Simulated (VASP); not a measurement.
Output of a VASP run:

OSZICAR:
```
       N       E                     dE             d eps       ncg     rms          rms(c)
DAV:   1     0.783650441101E+03    0.78365E+03   -0.31238E+04  1472   0.154E+03
DAV:   2     0.514221247274E+02   -0.73223E+03   -0.71488E+03  1368   0.487E+02
DAV:   3    -0.245487693816E+02   -0.75971E+02   -0.72597E+02  1592   0.174E+02
DAV:   4    -0.287891774064E+02   -0.42404E+01   -0.40440E+01  1784   0.390E+01
DAV:   5    -0.289430484249E+02   -0.15387E+00   -0.15201E+00  2000   0.598E+00    0.124E+01
DAV:   6    -0.277631787058E+02    0.11799E+01   -0.26589E+01  1712   0.145E+01    0.731E+00
DAV:   7    -0.260969628502E+02    0.16662E+01   -0.78970E+00  1712   0.100E+01    0.371E+00
DAV:   8    -0.260268306183E+02    0.70132E-01   -0.82493E-01  1536   0.403E+00    0.159E+00
DAV:   9    -0.260363322740E+02   -0.95017E-02   -0.17450E-01  1936   0.149E+00    0.189E+00
DAV:  10    -0.259906875239E+02    0.45645E-01   -0.11738E-01  1680   0.111E+00    0.540E-01
DAV:  11    -0.259880345202E+02    0.26530E-02   -0.28383E-02  1680   0.905E-01    0.332E-01
DAV:  12    -0.259862880916E+02    0.17464E-02   -0.82878E-03  1696   0.401E-01    0.915E-02
DAV:  13    -0.259861617444E+02    0.12635E-03   -0.54475E-04  1768   0.167E-01    0.399E-02
DAV:  14    -0.259861857464E+02   -0.24002E-04   -0.12589E-04  1888   0.605E-02    0.334E-02
DAV:  15    -0.259861684690E+02    0.17277E-04   -0.26309E-05  1440   0.227E-02    0.125E-02
DAV:  16    -0.259861664007E+02    0.20683E-05   -0.43214E-06  1368   0.134E-02    0.395E-03
DAV:  17    -0.259861662890E+02    0.11173E-06   -0.47837E-07   928   0.579E-03
   1 F= -.25986166E+02 E0= -.25978019E+02  d E =-.162951E-01
```

**OUTCAR**
```
------------------------ aborting loop because EDIFF is reached ----------------------------------------
  FORCE on cell =-STRESS in cart. coord.  units (eV):
  Direction    XX          YY          ZZ          XY          YZ          ZX
  --------------------------------------------------------------------------------------
  Total      -13.7619694    -13.7667993    -13.7678667     -0.0090111      0.0678104      0.0486122
  in kB     -139.2987133   -139.3476019   -139.3584058     -0.0912100      0.6863767      0.4920531
  external PRESSURE =    -139.3349070 kB  Pullay stress =       0.0000000 kB
  volume of cell :      158.29
      direct lattice vectors                 reciprocal lattice vectors
     0.000000000  4.293433000  4.293433000    -0.116456924  0.116456924  0.116456924
     4.293433000  0.000000000  4.293433000     0.116456924 -0.116456924  0.116456924
     4.293433000  4.293433000  0.000000000     0.116456924  0.116456924 -0.116456924
 POSITION                                       TOTAL-FORCE (eV/Angst)
 -----------------------------------------------------------------------------------
      1.06943      1.03932      1.05953         0.065816      0.171870      0.268357
      1.06794      3.25727      3.23823         0.202919     -0.296656     -0.255094
      3.22339      1.04876      3.22768        -0.205447      0.163115     -0.107919
      3.21018      3.19917      1.05695        -0.090692     -0.127831      0.077730
      6.45329      6.46644      6.44153         0.047575      0.082045      0.004877
      4.29622      4.30949      4.29652        -0.020170      0.007457      0.012049
 -----------------------------------------------------------------------------------
    total drift:                                0.000223     -0.001875     -0.000324
  FREE ENERGIE OF THE ION-ELECTRON SYSTEM (eV)
  ---------------------------------------------------
  free  energy   TOTEN  =       -25.9861662890 eV

  energy  without entropy=      -25.9698711555  energy(sigma->0) =      -25.97801872
```
(Selected blocks of OUTCAR.)

File POSCAR:
```
In2W
1
    0.0000000000     4.2934330000     4.2934330000
    4.2934330000     0.0000000000     4.2934330000
    4.2934330000     4.2934330000     0.0000000000
In W
4 2
Direct
  0.1198830000   0.1268960000   0.1221880000
  0.6320770000   0.1221520000   0.1265860000
  0.1226350000   0.6291370000   0.1216360000
  0.1218070000   0.1243710000   0.6233240000
  0.7516920000   0.7486300000   0.7544310000
  0.5019060000   0.4988140000   0.5018350000
```

### Question
Write an INCAR and KPOINTS that could have produced this output.

### Answer
One answer among several that fit: the input of the run itself, PBE GGA, plane waves, VASP's PBE PAW potentials (set 64).

### KPOINTS
```
Automatic mesh
0
gamma
  3 3 3
0 0 0
```

**INCAR**
```
# general
SYSTEM =In2W
PREC   =Accurate
ENCUT  =300
LREAL  =.FALSE.
LASPH  =.TRUE.   # aspherical one-centre terms

# electronic loop
EDIFF  =1E-6   # SCF stop (eV)
NELM   =100   # most electronic steps
ALGO   =Normal   # blocked Davidson
LMAXMIX=6   # l cut-off of mixed one-centre charges

# smearing
ISMEAR =0   # Gaussian
SIGMA  =0.05

# functional
GGA    =PE

# ions
ISIF   =2   # forces and stress, cell fixed

# output
LWAVE  =.FALSE.
LCHARG =.FALSE.
```

POTCAR, in this order: In_d W_sv (PBE.64 set). Program: vasp_std.

At this cut-off the stress carries a Pulay error, which pulls relaxed volumes low.

The structure was generated: In2W was put into an ordered model structure, which need not be its known phase. The cell was not relaxed at this level, atoms are displaced from their ideal sites. The k-mesh is coarse (spacing up to 0.42 per Å, 2π included), so the numbers may not be converged in it.
